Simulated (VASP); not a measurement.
Calculation: rev-vdW-DF2, VASP's PBE PAW potentials (set 64) (plane waves; VASP 6.6.1).

VASP input:

INCAR:
```
SYSTEM  =  Gd
PREC  =  Accurate; ENCUT  =  520; LREAL  =  .False.
LASPH  =  .True.
EDIFF  =  1E-7; NELM  =  100; ALGO  =  Normal
LMAXMIX  =  6
ISMEAR  =  1; SIGMA  =  0.1
GGA  =  MK; LUSE_VDW  =  .True.; AGGAC  =  0.0
PARAM1  =  0.1234568; PARAM2  =  0.7114; ZAB_VDW  =  -1.8867
IBRION  =  2; NSW  =  30; ISIF  =  4
EDIFFG  =  -0.01
LWAVE  =  .False.; LCHARG  =  .False.
```

KPOINTS:
```
Automatic mesh
0
Gamma
12 12 7
0 0 0
```

### POSCAR
```
Gd
1
    1.7770904880    -3.0780108084     0.0000000000
    1.7770904880     3.0780108084     0.0000000000
    0.0000000000     0.0000000000     5.5954783413
Gd
2
Direct
  0.3333330000   0.6666670000   0.2500000000
  0.6666670000   0.3333330000   0.7500000000
```

POTCAR, in this order: Gd_3 (PBE.64 set). Program: vasp_std.

The resulting files:

OSZICAR:
```
       N       E                     dE             d eps       ncg     rms          rms(c)
DAV:   1     0.452510810306E+02    0.45251E+02   -0.89944E+03  1976   0.124E+03
DAV:   2    -0.286651073443E+01   -0.48118E+02   -0.47040E+02  2141   0.243E+02
DAV:   3    -0.460691339030E+01   -0.17404E+01   -0.16519E+01  2662   0.279E+01
DAV:   4    -0.464341777875E+01   -0.36504E-01   -0.36212E-01  2389   0.385E+00
DAV:   5    -0.464456716369E+01   -0.11494E-02   -0.11491E-02  2899   0.505E-01    0.231E+01
DAV:   6    -0.465460853599E+01   -0.10041E-01   -0.17971E-02  2271   0.110E+00    0.139E+01
DAV:   7    -0.466750170411E+01   -0.12893E-01   -0.33707E-02  2184   0.150E+00    0.217E-01
DAV:   8    -0.466734546596E+01    0.15624E-03   -0.18858E-03  2366   0.320E-01    0.675E-02
DAV:   9    -0.466737126369E+01   -0.25798E-04   -0.21459E-04  2520   0.105E-01    0.341E-02
DAV:  10    -0.466736811490E+01    0.31488E-05   -0.33450E-05  2301   0.418E-02    0.391E-02
DAV:  11    -0.466736970430E+01   -0.15894E-05   -0.52361E-06  2406   0.154E-02    0.134E-03
DAV:  12    -0.466736986790E+01   -0.16360E-06   -0.38483E-07  2492   0.413E-03    0.397E-03
DAV:  13    -0.466736983214E+01    0.35762E-07   -0.25056E-08  1363   0.126E-03
   1 F= -.46673698E+01 E0= -.46675856E+01  d E =-.466737E+01
       N       E                     dE             d eps       ncg     rms          rms(c)
DAV:   1    -0.466758895940E+01   -0.21909E-03   -0.79646E-03  2031   0.648E-01    0.550E-02
DAV:   2    -0.466748275823E+01    0.10620E-03   -0.13064E-04  2346   0.929E-02    0.350E-02
DAV:   3    -0.466743753394E+01    0.45224E-04   -0.63132E-05  2572   0.593E-02    0.174E-02
DAV:   4    -0.466743771746E+01   -0.18352E-06   -0.83269E-06  2606   0.202E-02    0.916E-03
DAV:   5    -0.466743771713E+01    0.32605E-09   -0.19341E-07  1920   0.319E-03
   2 F= -.46674377E+01 E0= -.46675983E+01  d E =-.678850E-04
       N       E                     dE             d eps       ncg     rms          rms(c)
DAV:   1    -0.466795018380E+01   -0.51247E-03   -0.26289E-02  1986   0.118E+00    0.100E-01
DAV:   2    -0.466759770938E+01    0.35247E-03   -0.43248E-04  2281   0.169E-01    0.638E-02
DAV:   3    -0.466744871036E+01    0.14900E-03   -0.20675E-04  2562   0.107E-01    0.325E-02
DAV:   4    -0.466744919437E+01   -0.48402E-06   -0.27452E-05  2581   0.367E-02    0.168E-02
DAV:   5    -0.466744921187E+01   -0.17494E-07   -0.72412E-07  2801   0.588E-03
   3 F= -.46674492E+01 E0= -.46675078E+01  d E =-.793797E-04
```

**OUTCAR**
```
------------------------ aborting loop because EDIFF is reached ----------------------------------------
  FORCE on cell =-STRESS in cart. coord.  units (eV):
  Direction    XX          YY          ZZ          XY          YZ          ZX
  --------------------------------------------------------------------------------------
  Total        0.4127247      0.4127246      0.3880724      0.0000000      0.0000000      0.0000000
  in kB       10.8024959     10.8024944     10.1572565      0.0000000      0.0000000      0.0000000
  external PRESSURE =      10.5874156 kB  Pullay stress =       0.0000000 kB
  volume of cell :       61.21
      direct lattice vectors                 reciprocal lattice vectors
     1.774079088 -3.072794901 -0.000000000     0.281836364 -0.162718312 -0.000000000
     1.774079088  3.072794901  0.000000000     0.281836364  0.162718312  0.000000000
     0.000000000 -0.000000000  5.614490503     0.000000000 -0.000000000  0.178110552
 POSITION                                       TOTAL-FORCE (eV/Angst)
 -----------------------------------------------------------------------------------
      1.77408      1.02427      1.40362        -0.000000     -0.000000      0.000000
      1.77408     -1.02427      4.21087         0.000000      0.000000      0.000000
 -----------------------------------------------------------------------------------
    total drift:                                0.000000      0.000108     -0.000011
  FREE ENERGIE OF THE ION-ELECTRON SYSTEM (eV)
  ---------------------------------------------------
  free  energy   TOTEN  =        -4.6674492119 eV

  energy  without entropy=       -4.6676248550  energy(sigma->0) =       -4.66750776

 reached required accuracy - stopping structural energy minimisation
```
(Selected blocks of OUTCAR.)

CONTCAR:
```
Gd
   1.00000000000000
     1.7740790884367268   -3.0727949009818318   -0.0000000000000000
     1.7740790884367268    3.0727949009818318    0.0000000000000000
     0.0000000000000000   -0.0000000000000000    5.6144905033548076
  Gd
     2
Direct
     0.3333330000000032    0.6666669999999968    0.2500000000000000
     0.6666669999999968    0.3333330000000032    0.7500000000000000
```

The 4f electrons are frozen in the core of the lanthanide potential, so 4f levels, which can set the real gap, and their magnetism are missing.

The compound is Gd in the hcp structure. This cell is one point of a volume scan, at 0.97 of the reference volume. Symmetry was kept, so distortions that lower it aren't found.
